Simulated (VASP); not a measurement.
Consider the following.

```
CELL_PARAMETERS angstrom
      3.49003     0.00000     0.00000
     -1.74502     3.02246     0.00000
      0.00000     0.00000     3.40610
ATOMIC_POSITIONS crystal
  Nb 0.00000 0.00000 0.00000
  Si 0.66667 0.33333 0.50000
```

These are PBEsol GGA, VASP's PBE PAW potentials (set 64) (plane waves; VASP 6.6.1) values and carry that method's errors. Run with 400 eV cut-off, 11×11×10 Γ-centred mesh, first-order Methfessel-Paxton smearing of 0.10 eV, potentials Nb_sv Si.

Energy and stress use the plane-wave basis of the starting cell.

Task: The ions, cell shape and volume are relaxed. What does this cell relax into?

Result: 
```
CELL_PARAMETERS angstrom
      2.99913     0.00000     0.00000
     -1.49956     2.59732     0.00000
      0.00000     0.00000     4.03783
ATOMIC_POSITIONS crystal
  Nb 0.00000 0.00000 0.00000
  Si 0.66667 0.33333 0.50000
```
Space group P-6m2 (187), at a tolerance of 0.03 Å.

Task: How do energy and volume change from the first to the last step?

Result: The energy (σ→0) changes by -227.3 meV/atom and the volume by -12.5 %, in 15 ionic steps.

```tsv
step	E(σ→0) (eV)	max force (eV/Å)	pressure (GPa)	volume (Å³)
1	-17.0369	0.000	-9.24	35.93
2	-17.0735	0.000	15.43	30.78
3	-17.1484	0.000	2.71	32.96
4	-17.2635	0.000	2.49	32.41
5	-17.4549	0.000	8.94	30.11
6	-17.4044	0.000	-8.85	32.78
7	-17.4865	0.000	1.20	31.12
8	-17.4900	0.000	0.62	31.30
9	-17.4914	0.000	0.17	31.43
10	-17.4914	0.000	0.10	31.46
11	-17.4914	0.000	0.09	31.46
12	-17.4914	0.000	0.12	31.44
13	-17.4914	0.000	-0.09	31.48
14	-17.4914	0.000	-0.02	31.46
15	-17.4914	0.000	0.03	31.45
```

The structure was generated: NbSi was put into the WC type (P-6m2), which need not be its known phase. This run relaxes it. Symmetry was kept, so distortions that lower it aren't found. The electron count is odd and the run is not spin-polarised, which forces a metal.
